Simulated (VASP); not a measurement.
An input for Quantum ESPRESSO's pw.x (written as the equivalent of a VASP run, and not itself run):

```
&CONTROL
  calculation = 'vc-relax'
  pseudo_dir = './pseudo'
  outdir = './out'
  tprnfor = .true.
  tstress = .true.
  nstep = 40
  forc_conv_thr = 0.00039
/
&SYSTEM
  ibrav = 0
  nat = 3
  ntyp = 2
  ecutwfc = 80
  occupations = 'smearing'
  smearing = 'methfessel-paxton'
  degauss = 0.00735
  input_dft = 'pbe'
/
&ELECTRONS
  conv_thr = 7.3e-09
  electron_maxstep = 100
/
&IONS
/
&CELL
  press = 200
/
ATOMIC_SPECIES
  Si 28.085 Si.upf
  Mo 95.950 Mo.upf
CELL_PARAMETERS angstrom
    -1.5624484    1.5624484    3.8467822
     1.5624484   -1.5624484    3.8467822
     1.5624484    1.5624484   -3.8467822
ATOMIC_POSITIONS crystal
  Si   0.6661318  0.6661318  0.0000000
  Si   0.3338682  0.3338682  0.0000000
  Mo   0.0000000  0.0000000  0.0000000
K_POINTS automatic
  12 12 12 0 0 0
```

### Question
Write the VASP files for the same calculation (PBE).

### Answer
Several could match; the one computed here: 
INCAR:
```
ALGO = Normal
EDIFF = 1E-7
EDIFFG = -0.01
ENCUT = 480
GGA = PE
IBRION = 2
ISIF = 3
ISMEAR = 1
LASPH = .True.
LCHARG = .False.
LMAXMIX = 4
LREAL = .False.
LWAVE = .False.
NELM = 100
NSW = 40
PREC = Accurate
PSTRESS = 200
SIGMA = 0.1
SYSTEM = MoSi2
```

**KPOINTS**
```
K-points
0
G
  12 12 12
0 0 0
```

### POSCAR
```
MoSi2
1.0
 -1.5624484236   1.5624484236   3.8467821619
  1.5624484236  -1.5624484236   3.8467821619
  1.5624484236   1.5624484236  -3.8467821619
Si Mo
2 1
Cart
 -0.0000000000   0.0000000000   5.1249277991
  0.0000000000  -0.0000000000   2.5686365247
  0.0000000000   0.0000000000   0.0000000000
```

POTCAR, in this order: Si Mo_sv (PBE.64 set). Program: vasp_std.

The two are equivalent in intent, not identical: the potentials are each code's own (VASP's PAW set, PseudoDojo norm-conserving files in pw.x), so ENCUT and ecutwfc are chosen apart and not converted; conv_thr bounds pw.x's estimated SCF error, while EDIFF bounds the energy change between steps; forc_conv_thr acts on force components and is met together with etot_conv_thr.

The compound is MoSi2 in the MoSi2 type structure. It was relaxed first under an external pressure of 20 GPa.
